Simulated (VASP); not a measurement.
Consider the following.

```
CELL_PARAMETERS angstrom
      1.90770    -3.30424     0.00000
      1.90770     3.30424     0.00000
      0.00000     0.00000     4.86218
ATOMIC_POSITIONS crystal
  Pt 0.00000 0.00000 0.00000
  Se 0.33333 0.66667 0.26521
  Se 0.66667 0.33333 0.73479
```

These are LDA (Ceperley-Alder, Perdew-Zunger), VASP's LDA PAW potentials (set 64) (plane waves; VASP) values and carry that method's errors. Run with 520 eV cut-off, 9×9×7 Γ-centred mesh, first-order Methfessel-Paxton smearing of 0.10 eV, potentials Pt Se.

Q: The ions and cell shape at fixed volume are relaxed. What does this cell relax into?

A: 
```
CELL_PARAMETERS angstrom
      1.87814    -3.25304     0.00000
      1.87814     3.25304     0.00000
      0.00000     0.00000     5.01643
ATOMIC_POSITIONS crystal
  Pt 0.00000 0.00000 0.00000
  Se 0.33333 0.66667 0.25256
  Se 0.66667 0.33333 0.74744
```
Space group P-3m1 (164), at a tolerance of 0.03 Å.

Q: How much energy does the relaxation gain?

A: The energy (σ→0) changes by -16.8 meV/atom, in 6 ionic steps.

The compound is PtSe2 in the 1T layered structure. This cell is one point of a volume scan, at 1.06 of the reference volume. Symmetry was kept, so distortions that lower it aren't found.
